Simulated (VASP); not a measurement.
MgS (rock salt), at 1.04 of the tabulated volume:

```
CELL_PARAMETERS angstrom
      0.00000     2.63421     2.63421
      2.63421     0.00000     2.63421
      2.63421     2.63421     0.00000
ATOMIC_POSITIONS crystal
  Mg 0.00000 0.00000 0.00000
  S  0.50000 0.50000 0.50000
```

The lowest empty band near X, direction across the valley's axis, from PBE with spin-orbit coupling in VASP (PAW); its two spin partners are averaged. The gap over the points computed is 2.66 eV, and the next band on that side lies 1.81 eV away at the edge.

Numerical set-up: 400 eV cut-off, 10×10×10 Γ-centred mesh, Gaussian smearing of 0.050 eV, potentials Mg S.

```tsv
distance from the edge in k (1/Å)	distance in energy (meV)
0.018	4.2
0.025	8.1
0.035	16.0
0.050	32.5
0.070	63.5
```

### Question
Fit E(1 + αE) = ħ²k²/2m* (ħ²/2m0 = 3.810 eV Å²) and predict the row at 0.095 1/Å.

### Answer
The rows don't resolve α, so a parabola serves: the electron mass is m* = 0.294 m0, and so 117.1 meV. The run gave 116.0 meV, -1.1 meV from the fit.

Left out are points under 3 meV from the edge, since the levels carry 0.1 meV, and points farther than half the way to the next band.

The compound is MgS in the rock salt structure. The cell was not relaxed at this level.
